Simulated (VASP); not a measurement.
These are r2SCAN meta-GGA, VASP's PBE PAW potentials (set 64) (plane waves; VASP 6.6.1) values and carry that method's errors.

Input for VASP

File KPOINTS:
```
kpoints
0
Gamma
6 6 6
```

INCAR:
```
ALGO  =  Normal
EDIFF  =  1E-7
ENCUT  =  480
ISIF  =  2
ISMEAR  =  0
LASPH  =  T
LCHARG  =  F
LMIXTAU  =  T
LREAL  =  F
LWAVE  =  F
METAGGA  =  R2SCAN
NELM  =  100
PREC  =  Accurate
SIGMA  =  0.05
SYSTEM  =  P
```

POSCAR:
```
P
1
    1.6499564161    -5.4836932449    -0.1096738649
    1.6499564161     5.4836932449     0.1096738649
    0.0000000000     0.0907233709     4.5361685465
P
4
Direct
  0.0954761534   0.9045238466   0.9114529210
  0.4045238466   0.5954761534   0.4114529210
  0.5954761534   0.4045238466   0.5885470790
  0.9045238466   0.0954761534   0.0885470790
```

POTCAR, in this order: P (PBE.64 set). Program: vasp_std.

Output of the run:

### OUTCAR
```
 ion  position               nearest neighbor table
   1  0.095  0.905  0.911-   3 2.21   3 2.21   4 2.27
   2  0.405  0.595  0.411-   4 2.21   4 2.21   3 2.21
   3  0.595  0.405  0.589-   1 2.21   1 2.21   2 2.21
   4  0.905  0.095  0.089-   2 2.21   2 2.21   1 2.27
  LATTYP: Found a base centered monoclinic cell.
 ALAT       =    10.9695797478
 B/A-ratio  =     0.3008239976
 C/A-ratio  =     0.4136052423
 COS(beta)  =    -0.0399840064
 Subroutine PRICEL returns:
 Original cell was already a primitive cell.
 Subroutine GETGRP returns: Found  4 space group operations
The static configuration has the point symmetry C_2h.
The dynamic configuration has the point symmetry C_2h.
 Subroutine INISYM returns: Found  4 space group operations
 Subroutine IBZKPT returns following result:
 Found     68 irreducible k-points:

 Following reciprocal coordinates:
            Coordinates               Weight
  0.000000  0.000000  0.000000      1.000000
  0.166667  0.000000  0.000000      4.000000
  0.333333 -0.000000  0.000000      4.000000
  0.500000  0.000000  0.000000      2.000000
...
```

### OSZICAR
```
       N       E                     dE             d eps       ncg     rms          rms(c)
DAV:   1     0.492246315951E+02    0.49225E+02   -0.81438E+03  1904   0.116E+03
DAV:   2    -0.353476245505E+02   -0.84572E+02   -0.82094E+02  2530   0.176E+02
DAV:   3    -0.396695850947E+02   -0.43220E+01   -0.43025E+01  2618   0.436E+01
DAV:   4    -0.397233332898E+02   -0.53748E-01   -0.53717E-01  2382   0.582E+00
DAV:   5    -0.397245728282E+02   -0.12395E-02   -0.12393E-02  2680   0.805E-01    0.115E+01
DAV:   6    -0.364489732042E+02    0.32756E+01   -0.31768E-01  2150   0.504E+00    0.763E+00
DAV:   7    -0.348088420900E+02    0.16401E+01   -0.59076E-01  2168   0.602E+00    0.118E+00
DAV:   8    -0.357259642172E+02   -0.91712E+00   -0.30272E-01  2096   0.462E+00    0.282E-01
DAV:   9    -0.358806648180E+02   -0.15470E+00   -0.98043E-02  2240   0.321E+00    0.153E-01
DAV:  10    -0.358409761760E+02    0.39689E-01   -0.26781E-02  2210   0.161E+00    0.161E-01
DAV:  11    -0.358807450230E+02   -0.39769E-01   -0.10575E-02  2060   0.105E+00    0.114E-01
DAV:  12    -0.358894514419E+02   -0.87064E-02   -0.11483E-02  2102   0.108E+00    0.595E-02
DAV:  13    -0.358910309498E+02   -0.15795E-02   -0.70553E-04  2300   0.239E-01    0.398E-02
DAV:  14    -0.358912882395E+02   -0.25729E-03   -0.27869E-05  2516   0.549E-02    0.314E-02
DAV:  15    -0.358915272477E+02   -0.23901E-03   -0.43394E-05  2162   0.677E-02    0.137E-02
DAV:  16    -0.358918349157E+02   -0.30767E-03   -0.26717E-04  2060   0.161E-01    0.473E-03
DAV:  17    -0.358918497080E+02   -0.14792E-04   -0.13298E-05  2366   0.308E-02    0.463E-03
DAV:  18    -0.358918506798E+02   -0.97177E-06   -0.41416E-07  2398   0.615E-03    0.232E-03
DAV:  19    -0.358918508912E+02   -0.21141E-06   -0.59935E-07  2150   0.741E-03    0.105E-03
DAV:  20    -0.358918507902E+02    0.10100E-06   -0.46750E-08  1222   0.228E-03    0.801E-04
DAV:  21    -0.358918509048E+02   -0.11461E-06   -0.20090E-08  1192   0.132E-03    0.113E-04
DAV:  22    -0.358918509344E+02   -0.29615E-07   -0.28502E-09  1162   0.486E-04
   1 F= -.35891851E+02 E0= -.35891851E+02  d E =-.121798E-06
```

OUTCAR:
```
------------------------ aborting loop because EDIFF is reached ----------------------------------------
  FORCE on cell =-STRESS in cart. coord.  units (eV):
  Direction    XX          YY          ZZ          XY          YZ          ZX
  --------------------------------------------------------------------------------------
  Total       -0.0304096      0.1297555     -0.0380156      0.0000000     -1.0670678      0.0000000
  in kB       -0.5937867      2.5336426     -0.7423035      0.0000000    -20.8358648      0.0000000
  external PRESSURE =       0.3991841 kB  Pullay stress =       0.0000000 kB
  volume of cell :       82.05
      direct lattice vectors                 reciprocal lattice vectors
     1.649956416 -5.483693245 -0.109673865     0.303038308 -0.091215912  0.001824318
     1.649956416  5.483693245  0.109673865     0.303038308  0.091215912 -0.001824318
     0.000000000  0.090723371  4.536168546     0.000000000 -0.004410772  0.220538578
 POSITION                                       TOTAL-FORCE (eV/Angst)
 -----------------------------------------------------------------------------------
      1.64996      4.51926      4.22324         0.000000     -0.040252      0.225211
      1.64996      1.08445      1.88736         0.000000      0.014263     -0.293036
      1.64996     -0.99373      2.64881         0.000000     -0.014263      0.293036
      1.64996     -4.42854      0.31293         0.000000      0.040252     -0.225211
 -----------------------------------------------------------------------------------
    total drift:                               -0.000000      0.000000      0.000000
  FREE ENERGIE OF THE ION-ELECTRON SYSTEM (eV)
  ---------------------------------------------------
  free  energy   TOTEN  =       -35.8918509344 eV

  energy  without entropy=      -35.8918508126  energy(sigma->0) =      -35.89185087
```
(Selected blocks of OUTCAR.)

The compound is P in the black structure. This cell was strained or had an atom moved on purpose.
